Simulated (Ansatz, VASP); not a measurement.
# HBr in two plane-wave programs

Aim: how closely do two programs agree when they are given the same cell, functional and k mesh? Of the first pair: The cell is taken from a series of runs on this material, whose earlier steps may have relaxed, scaled, displaced or heated it; both programs get it as it stands.

Program: Ansatz 0.2.0. Level of theory: plane waves, with VASP 6.6.1 beside it; relaxation of cell and atoms at LDA. Results are calculated unless marked as measured.

## (1) The structure

Symmetry: Cmc2_1, No. 36, orthorhombic system. Conventional cell: a = 5.967 Å, b = 4.984 Å, c = 5.036 Å, α = 90.00°, β = 90.00°, γ = 90.00°. H has 1 Br at 1.52 Å nearest. Nearest to Br lie 1 H at 1.52 Å. Farther neighbours and most contacts between anions are not listed.

As a file:

```xyz
4
Lattice="2.9834 -2.4919 0.0000 2.9834 2.4919 0.0000 0.0000 0.0000 5.0365" Properties=species:S:1:pos:R:3 pbc="T T T"
H     2.9834    2.3265    4.0464
H     2.9834   -2.3265    1.5282
Br    2.9834    1.2514    0.0885
Br    2.9834   -1.2514    2.6068
```

## (2) VASP: relaxation of cell and atoms, LDA, pair 1

The relaxed volume is the usual yardstick between codes: in a stiff, nearly cubic crystal its relative difference is about their pressure difference at one cell divided by the bulk modulus.

Lines of VASP's logs that name or quote its potential files are left out, and so is its time.

INCAR

```
SYSTEM = HBr
PREC = Accurate
ENCUT = 500
EDIFF = 1E-07
NELM = 120
ISMEAR = 0
SIGMA = 0.01
LREAL = .FALSE.
ALGO = Normal
GGA = PW92
NBANDS = 14
LORBIT = 11
LWAVE = .FALSE.
LCHARG = .FALSE.
ISIF = 3
IBRION = 2
NSW = 80
EDIFFG = -0.005
LASPH = .TRUE.
GGA_COMPAT = .FALSE.
NELMIN = 4
EFERMI = MIDGAP
```

POSCAR

```
HBr
1.0
    2.9833870000     -2.4919280000      0.0000000000
    2.9833870000      2.4919280000      0.0000000000
    0.0000000000      0.0000000000      5.0364780000
H Br
2 2
Direct
    0.0331879573      0.9668120427      0.8034208628
    0.9668120427      0.0331879573      0.3034208628
    0.2489120873      0.7510879127      0.0175791496
    0.7510879127      0.2489120873      0.5175791496
```

KPOINTS

```
Automatic mesh
0
Gamma
6 6 6
0 0 0
```

PAW data sets: H and Br (LDA family, release 64).

Run with:

```console
> mpirun -np 1 vasp_std
```

Numbers of over 12 decimals in the logs are rounded to 6 here.

What it wrote:

```text
[banner, memory and clock lines left out]
running    1 mpi-ranks, on    1 nodes
 distrk:  each k-point on    1 cores,    1 groups
 distr:  one band on    1 cores,    1 groups

 POSCAR found type information on POSCAR H Br
 POSCAR found :  2 types and       4 ions
|                                                                             |
|               ----> ADVICE to this user running VASP <----                  |
|                                                                             |
|     You enforced a specific xc type in the INCAR file but a different       |
|     [... a line on the potential file left out ...]
|     I HOPE YOU KNOW WHAT YOU ARE DOING!                                     |
|                                                                             |

 LDA part: xc-table for (Slater(with rela. corr.)+PW92), standard interpolation
 POSCAR, INCAR and KPOINTS ok, starting setup
 FFT: planning ... GRIDC
 FFT: planning ... GRID_SOFT
 FFT: planning ... GRID
 WAVECAR not read
 entering main loop
       N       E                     dE             d eps       ncg     rms          rms(c)
DAV:   1     0.772975869150E+02    0.77298E+02   -0.63728E+03  1456   0.924E+02
DAV:   2    -0.665503910564E+01   -0.83953E+02   -0.78699E+02  2138   0.159E+02
DAV:   3    -0.122603526124E+02   -0.56053E+01   -0.55838E+01  1906   0.473E+01
DAV:   4    -0.123077318806E+02   -0.47379E-01   -0.47373E-01  1708   0.532E+00
DAV:   5    -0.123081441303E+02   -0.41225E-03   -0.41225E-03  1834   0.491E-01    0.830E+00
DAV:   6    -0.122113863671E+02    0.96758E-01   -0.60707E-02  1618   0.159E+00    0.449E+00
DAV:   7    -0.121809922558E+02    0.30394E-01   -0.71839E-02  1618   0.172E+00    0.470E-01
DAV:   8    -0.121806132765E+02    0.37898E-03   -0.57590E-03  1672   0.548E-01    0.147E-01
DAV:   9    -0.121806017018E+02    0.11575E-04   -0.22291E-04  1804   0.103E-01    0.409E-02
DAV:  10    -0.121805923270E+02    0.93748E-05   -0.35046E-05  1666   0.397E-02    0.574E-03
DAV:  11    -0.121805934330E+02   -0.11060E-05   -0.28966E-06  1792   0.121E-02    0.702E-03
DAV:  12    -0.121805935944E+02   -0.16134E-06   -0.24333E-07  1712   0.388E-03    0.475E-03
DAV:  13    -0.121805936030E+02   -0.86632E-08   -0.47610E-08   884   0.166E-03
   1 F= -.12180594E+02 E0= -.12180594E+02  d E =-.121806E+02
[...]
2 F= -.12180616E+02 E0= -.12180616E+02  d E =-.226726E-04
[...]
3 F= -.12180616E+02 E0= -.12180616E+02  d E =-.226873E-04
[...]
4 F= -.12180641E+02 E0= -.12180641E+02  d E =-.247233E-04
 ZBRENT: can't locate minimum, use default step
 trial-energy change:   -0.000025  1 .order   -0.000025   -0.000028   -0.000022
 step:   3.5303(harm=  3.9507)  dis= 0.00113  next Energy=   -12.180679 (dE=-0.622E-04)
 bond charge predicted
       N       E                     dE             d eps       ncg     rms          rms(c)
DAV:   1    -0.121814278730E+02   -0.78685E-03   -0.17112E-02  1498   0.793E-01    0.133E-01
DAV:   2    -0.121808100172E+02    0.61786E-03   -0.93834E-04  1528   0.188E-01    0.518E-02
DAV:   3    -0.121806833908E+02    0.12663E-03   -0.42532E-04  1504   0.114E-01    0.360E-02
DAV:   4    -0.121806810942E+02    0.22966E-05   -0.70444E-06  1828   0.194E-02    0.232E-02
DAV:   5    -0.121806795133E+02    0.15809E-05   -0.33872E-06  1600   0.119E-02    0.221E-03
DAV:   6    -0.121806794727E+02    0.40616E-07   -0.15562E-07  1222   0.287E-03
   5 F= -.12180679E+02 E0= -.12180679E+02  d E =-.631823E-04
 curvature:  -3.23 expect dE=-0.317E-05 dE for cont linesearch -0.725E-06
 trial: gam=-0.09893 g(F)=  0.331E-06 g(S)=  0.650E-06 ort = 0.343E-05 (trialstep = 0.141E+01)
 search vector abs. value=  0.816E-06
 reached required accuracy - stopping structural energy minimisation
```

Parts of OUTCAR (step 2):

```text
ion  position               nearest neighbor table
   1  0.033  0.967  0.803-   3 1.52
   2  0.967  0.033  0.303-   4 1.52
   3  0.249  0.751  0.018-   1 1.52
   4  0.751  0.249  0.518-   2 1.52

  LATTYP: Found a base centered orthorhombic cell.
 ALAT       =     4.9838560000
 B/A-ratio  =     1.1972203852
 C/A-ratio  =     1.0105584913

 Subroutine GETGRP returns: Found  4 space group operations
 (whereof  2 operations were pure point group operations)

The static configuration has the point symmetry C_1h.
 The point group associated with its full space group is C_2v.

 Found     52 irreducible k-points:

   k-points           NKPTS =     52   k-points in BZ     NKDIM =     52   number of bands    NBANDS=     14

   dimension x,y,z NGX =    28 NGY =   28 NGZ =   40
   dimension x,y,z NGXF=    56 NGYF=   56 NGZF=   80

   ENCUT  =  500.0 eV  36.75 Ry    6.06 a.u.   7.09  7.09  9.18*2*pi/ulx,y,z

   NELECT =      16.0000    total number of electrons

 k-points in reciprocal lattice and weights: Automatic mesh
   0.00000000  0.00000000  0.00000000       0.005
   0.16666667  0.00000000  0.00000000       0.019
   0.33333333  0.00000000  0.00000000       0.019
   0.50000000  0.00000000  0.00000000       0.009
   0.16666667  0.16666667  0.00000000       0.009
   0.33333333  0.16666667  0.00000000       0.019
   0.50000000  0.16666667  0.00000000       0.019
  -0.33333333  0.16666667  0.00000000       0.019
  -0.16666667  0.16666667  0.00000000       0.009
[...]
-0.33333333  0.33333333  0.50000000       0.009
   0.50000000  0.50000000  0.50000000       0.005

 average (electrostatic) potential at core
       1 -36.9713       2 -36.9713       3 -70.9699       4 -70.9699

 E-fermi :   1.6776

 k-point     1 :       0.0000    0.0000    0.0000
  band No.  band energies     occupation
    ...
      4      -4.6314      2.00000
      5      -1.1613      2.00000
      6      -0.9795      2.00000
      7      -0.9261      2.00000
      8      -0.4640      2.00000
      9       3.9476      0.00000
     10       4.6022      0.00000
     11       5.3460      0.00000
     12       6.8653      0.00000
     13       8.9400      0.00000
    ...

 k-point     2 :       0.1667    0.0000    0.0000
  band No.  band energies     occupation
    ...
      4      -4.6674      2.00000
      5      -1.5034      2.00000
      6      -1.3808      2.00000
      7      -1.1568      2.00000
      8      -0.6734      2.00000
      9       4.6672      0.00000
     10       4.9629      0.00000
     11       5.8469      0.00000
     12       7.4888      0.00000
     13       8.7819      0.00000
    ...

 k-point     3 :       0.3333    0.0000    0.0000
  band No.  band energies     occupation
    ...
      4      -4.7126      2.00000
      5      -2.4222      2.00000
      6      -1.9242      2.00000
      7      -1.3898      2.00000
      8      -0.9440      2.00000
      9       5.6349      0.00000
     10       6.1029      0.00000
     11       6.8739      0.00000
     12       8.3730      0.00000
     13       8.5691      0.00000
    ...

  Total       -0.0054799     -0.0048409      0.0006821      0.0000000      0.0000000      0.0000000
  in kB       -0.1177424     -0.1040133      0.0146555      0.0000000      0.0000000      0.0000000
  external PRESSURE =      -0.0690334 kB  Pullay stress =       0.0000000 kB

  energy-cutoff  :      500.00
  volume of cell :       74.57
      direct lattice vectors                 reciprocal lattice vectors
     2.977018002 -2.488511824  0.000000000     0.167953301 -0.200923297  0.000000000
     2.977018002  2.488511824  0.000000000     0.167953301  0.200923297  0.000000000
     0.000000000  0.000000000  5.032638547     0.000000000  0.000000000  0.198702925

 POSITION                                       TOTAL-FORCE (eV/Angst)
 -----------------------------------------------------------------------------------
      2.97702      2.32475      4.04175         0.000000      0.000093      0.000551
      2.97702     -2.32475      1.52543         0.000000     -0.000093      0.000551
      2.97702      1.24864      0.09004         0.000000      0.001676     -0.000551
      2.97702     -1.24864      2.60636         0.000000     -0.001676     -0.000551
 -----------------------------------------------------------------------------------
    total drift:                               -0.000000     -0.000000      0.000011

  FREE ENERGIE OF THE ION-ELECTRON SYSTEM (eV)
  ---------------------------------------------------
  free  energy   TOTEN  =       -12.1806794727 eV

  energy  without entropy=      -12.1806794727  energy(sigma->0) =      -12.18067947

 reached required accuracy - stopping structural energy minimisation

 total charge
# of ion       s       p       d       tot
------------------------------------------
    1        0.443   0.037   0.000   0.480
    2        0.443   0.037   0.000   0.480
    3        1.617   3.241   0.031   4.890
    4        1.617   3.241   0.031   4.890
--------------------------------------------------
tot          4.121   6.557   0.063  10.740

[... 3 further parts left out ...]
```

The run keeps the 4 symmetry operations of its start, so it cannot find a distortion of lower symmetry.

## (3) Ansatz: relaxation of cell and atoms, LDA, pair 1

Ansatz runs on its default PAW (the set named soft_2) files.

The same cell, functional (in two slightly different forms) and mesh now go to Ansatz, which takes its cutoff from its data sets.

input.yaml

```yaml
crystal:
  lattice:
    - [2.9833871383, -2.4919280247, 0.0]
    - [2.9833871383, 2.4919280247, 0.0]
    - [0.0, 0.0, 5.0364781894]
  atoms:
    - { symbol: H, position: [0.0331880523, 0.9668119477, 0.8034208453] }
    - { symbol: H, position: [0.9668119477, 0.0331880523, 0.3034208453] }
    - { symbol: Br, position: [0.2489120594, 0.7510879406, 0.0175791547] }
    - { symbol: Br, position: [0.7510879406, 0.2489120594, 0.5175791547] }
kpoints:
  mp_grid: { grid: [6, 6, 6] }
hamiltonian:
  xc: lda
scf:
  occupations: { method: fixed }
output:
  forces: true
  stress: true
  eigenvalues: true
relax:
  adjacent_minimum: "off"
  f_tol: 0.001
  max_steps: 60
  cell: { stress_tol: 0.01 }
```

Run with:

```console
> ansatz run input.yaml --threads 2 --pin off --max-ram 5120MiB --backend cpu --events-out ev --progress --plain --runs-dir out
```

What it wrote:

```text
Engine: ansatz 0.2.0, x86_64-unknown-linux-gnu
Pseudopotentials: kind: paw
Pseudopotential: H, paw, valence charge 1, recommended cutoff 420 eV (normal), H.paw.azcp
Pseudopotential: Br, paw, valence charge 7, recommended cutoff 420 eV (normal), Br.paw.azcp
Functional definition: SPW92
  exchange = slater_x
  correlation = pw_c
Crystal: 4 atoms, lattice volume = 74.886 Å³
Basis set: ecut = 420 eV, 1461 PW (Γ)
Bands: 12, of which v1, the nominal top of the filled ones, is band 8 counted from 1 (7 counted from 0)
Symmetry: 4 space group operations
Space group: Cmc21 (ITA 36), of the structure as read, at distance tolerance 4.2e-5 Å
k-points: 52 of 216 (time reversal used)
Non-local potential: H, projectors of the file, l = 0: 2, l = 1: 1
Non-local potential: Br, projectors of the file, l = 0: 2, l = 1: 2, l = 2: 2
PAW form: soft (Blöchl's): semilocal exchange-correlation on the pseudo side does not see the compensation charge
PAW frozen core: Br, regenerated for the run's functional, and the local potential with it (the file was generated under x = pbe(κ = 0.804, μ = 0.219515), c = pbe(β = 0.066725))
PAW one-centre angular grid: H, 110 points (default); XC on 64 Gauss nodes
PAW one-centre angular grid: Br, 110 points (default); XC on 64 Gauss nodes
Initial density: superposition of atomic densities (neutral atoms: chi_scale 0, normalization atom), corrected by the library's trained network
Initial wavefunctions: pseudopotential atomic-orbital guess
Functional: x = slater, c = lda
SCF iter   1: F=—  HF=-5419.874843 eV  |F-HF|=—  |Δ(HF+E_count)|=         —  Δρ=7.24e-3  dr2=2.92e-2  ethr=1.77e-3  ⟨swp⟩=5.9  Hψ=3536  notcnv=0  defer=104
preconditioner: auto → none  [insulator: Δε(μ)=4.357 eV  Ē_g=12.260 eV  n_scr=16 (ndim 8)  ℏωp=17.2 eV  f_vac=0.002  ε∞_Penn≈3.0]
SCF iter   2: F=—  HF=-5419.865284 eV  |F-HF|=—  |Δ(HF+E_count)|=   9.56e-3  Δρ=2.26e-3  dr2=2.55e-3  ethr=1.82e-4  ⟨swp⟩=2.2  Hψ=1512  notcnv=0  defer=104
SCF iter   3: F=—  HF=-5419.864868 eV  |F-HF|=—  |Δ(HF+E_count)|=   4.16e-4  Δρ=9.46e-4  dr2=3.40e-4  ethr=1.59e-5  ⟨swp⟩=3.0  Hψ=1112  notcnv=0  defer=104
SCF iter   4: F=—  HF=-5419.864831 eV  |F-HF|=—  |Δ(HF+E_count)|=   3.71e-5  Δρ=1.11e-4  dr2=4.80e-6  ethr=2.12e-6  ⟨swp⟩=1.7  Hψ=761  notcnv=0  defer=103
SCF iter   5: F=—  HF=-5419.864832 eV  |F-HF|=—  |Δ(HF+E_count)|=   1.32e-6  Δρ=2.14e-5  dr2=1.63e-7  ethr=3.00e-8  ⟨swp⟩=2.5  Hψ=1087  notcnv=0  defer=57
SCF iter   6: F=-5419.864832 eV  HF=-5419.864832 eV  |F-HF|=1.38e-9  |Δ(HF+E_count)|=   4.00e-9  Δρ=4.31e-6  dr2=5.36e-9  ethr=6.25e-10  ⟨swp⟩=8.2  Hψ=3931  notcnv=0
SCF 1 converged in 6 iterations: F = -5419.864832 eV  dr2 = 5.36e-9
  greatest PAW one-centre occupation: 0.915 electrons in one spin orbital (limit 2), on the Br atom at site 3 (counted from 0), in its partial waves of l = 0
relax step   1: F+E_penalty+E_count = -5419.86483223 eV  Δ(F+E_penalty+E_count) = +0.000e0 eV  max|allowed force component| = 4.771e-3 eV/Å  Δτ_max = 0.0000 Å  P = +0.014 GPa  Ω = 74.886 Å³  (6 SCF iters, dr2 threshold 1.00e-7 eV, accepted)
[...]
relax step   2: F+E_penalty+E_count = -5419.86483788 eV  Δ(F+E_penalty+E_count) = -5.647e-6 eV  max|allowed force component| = 1.086e-3 eV/Å  Δτ_max = 0.0005 Å  P = -0.002 GPa  Ω = 74.879 Å³  energy of the carried Pulay correction = +2.722e-6 eV  (4 SCF iters, dr2 threshold 2.34e-9 eV, accepted)
[...]
relax step   3: F+E_penalty+E_count = -5419.86483983 eV  Δ(F+E_penalty+E_count) = -1.952e-6 eV  max|allowed force component| = 7.805e-4 eV/Å  Δτ_max = 0.0002 Å  P = -0.003 GPa  Ω = 74.878 Å³  energy of the carried Pulay correction = +3.254e-6 eV  (4 SCF iters, dr2 threshold 7.38e-11 eV, accepted)
[...]
relax step   4: F+E_penalty+E_count = -5419.86484651 eV  Δ(F+E_penalty+E_count) = -6.677e-6 eV  max|allowed force component| = 2.688e-4 eV/Å  Δτ_max = 0.0004 Å  P = -0.001 GPa  Ω = 74.865 Å³  energy of the carried Pulay correction = +8.548e-6 eV  (6 SCF iters, accepted)
[...]
relax step   5: F+E_penalty+E_count = -5419.86484135 eV  Δ(F+E_penalty+E_count) = +5.160e-6 eV  max|allowed force component| = 2.706e-4 eV/Å  Δτ_max = 0.0000 Å  P = -0.001 GPa  Ω = 74.865 Å³  stress off target by 3.99e-3 GPa  SCF on the basis re-selected at this cell (its energy is not comparable with the rows above)  (8 SCF iters)
basis re-selected at this cell: Δ(F+E_penalty+E_count) = +5.160e-6 eV, ΔP = -0.000 GPa vs the last step (what re-selecting the basis moved, of the pressure what is left beyond the Pulay correction that the steps carried, after the strain that the cell walked since its last selection, with what the two solves' SCF thresholds leave and, on support functions, any second-order correction that the steps lacked; it is no m [...]
SCF converged after 8 iterations
Free energy (F): -5419.864841 eV
Harris-Foulkes:  -5419.864841 eV  (|F-HF|=0.00e0)
Internal energy: -5419.864841 eV  (E = F + TS)
E sigma→0 (E₀):  -5419.864841 eV
Fermi energy:    1.079018 eV
--- Per-component energies (eV) ---
  E_band       = -67.862149
  E_kinetic    = 291.084330
  E_local      = -484.670939  (includes V_loc(G=0)·N_el)
  E_nonlocal   = 146.868520
  E_hartree    = 117.490829
  E_xc         = -538.464211
  E_vxc        = -230.619420  (∫ρ·V_xc dr)
  E_paw        = -4322.447477  (= ΣΔE_a)
  E_vpaw       = -25.504437  (= ΣTr[D̂ρ^β])
  E_aug_tail   = -0.001866  (compensation charges beyond the density's cutoff)
  E_ewald      = -630.137050
  E_core_change = 0.413023  (= ΣΔE_core)
  E_smearing   = -0.000000  (= −TS)
  E_closure    = 0.000000  (closes the sum)
  Σ components = -5419.864841   (vs F -5419.864841, Δ=0.00e0)
--- Forces (eV/Å), atoms counted from 1 ---
  atom   1  H      0.00000000     0.00027059    -0.00025785
  atom   2  H      0.00000000    -0.00027059    -0.00025785
  atom   3  Br     0.00000000    -0.00007896     0.00024919
  atom   4  Br     0.00000000     0.00007896     0.00024919
  max |Σ_I F_I| component: 1.73e-5 eV/Å
--- Stress (GPa, compression-positive) ---
        0.002786       0.000000       0.000000
        0.000000      -0.002824       0.000000
        0.000000       0.000000      -0.003986
  P = ⅓ Tr σ = -0.0013 GPa (-0.013 kbar)
--- Band table (eV; the first three rows and the last of 52) ---
  k-point 0: bands = [... 4 lower, 0.3927, 0.5664, 0.6222, 1.0790, 5.4791, 6.1749, 6.9156, 8.4410]
  k-point 1: bands = [... 4 lower, 0.2867, 0.3464, 0.4387, 1.0338, 6.0543, 6.4448, 7.3338, 8.5920]
  k-point 2: bands = [... 4 lower, -0.2591, -0.1074, 0.5646, 0.9091, 7.2378, 7.3089, 8.2225, 9.0453]
  k-point 51: bands = [... 4 lower, -0.9336, -0.9336, -0.7165, -0.7165, 7.6779, 7.6779, 9.4295, 9.4295]
--- Relaxed structure (4 steps of the walk, 4 accepted, 1 SCFs on fresh bases) ---
  F+E_penalty+E_count = -5419.86484135 eV   max|allowed force component| = 2.706e-4 eV/Å   (the final SCF, on the basis selected at the relaxed cell)
  cell:  # Å, volume = 74.8650 Å³
    - [2.982190, -2.490530, 0.0]
    - [2.982190, 2.490530, 0.0]
    - [0.0, 0.0, 5.039896]
  atoms:
    - { symbol: H, position: [0.033136, 0.966864, 0.803365] }
    - { symbol: H, position: [0.966864, 0.033136, 0.303365] }
    - { symbol: Br, position: [0.248890, 0.751110, 0.017635] }
    - { symbol: Br, position: [0.751110, 0.248890, 0.517635] }
```

Reading the cycles: dr2 is the Hartree energy of the density residual (eV), the measure of convergence; HF is the Harris–Foulkes estimate of the energy, which meets the free energy F at convergence.

## (4) Comparison

Known differences besides the potentials themselves: fixed occupations in Ansatz, narrow Gaussian smearing in VASP; the cutoff is 420 eV in Ansatz and 500 eV in VASP; VASP's log shows a relativistic correction to its local exchange, Ansatz's none; Ansatz adds a Pulay correction to the stress that steers its cell, VASP none. Total energies have different zeros and are not compared.

Compared:

```
                                         quantity  Ansatz   VASP  difference
                                      volume (Å³)   74.86  74.57     +0.40 %
edge a after relaxation, in the typed setting (Å)   3.885  3.880     +0.14 %
edge c after relaxation, in the typed setting (Å)   5.040  5.033     +0.15 %
```

[end of part 1 of 2]

[Lines on the potential files, build, host, timing and source positions are cut from VASP's logs without a mark.]

[Logs are printed without paths, hosts, clocks, repeated set-up lines and the standing remarks that a program may print on its own settings, such as how far it seeks lower states.]

[Hosts, paths, dates, database ids (printed as entryN), source tags and the programs' standing remarks are cut or masked in the printed files.]
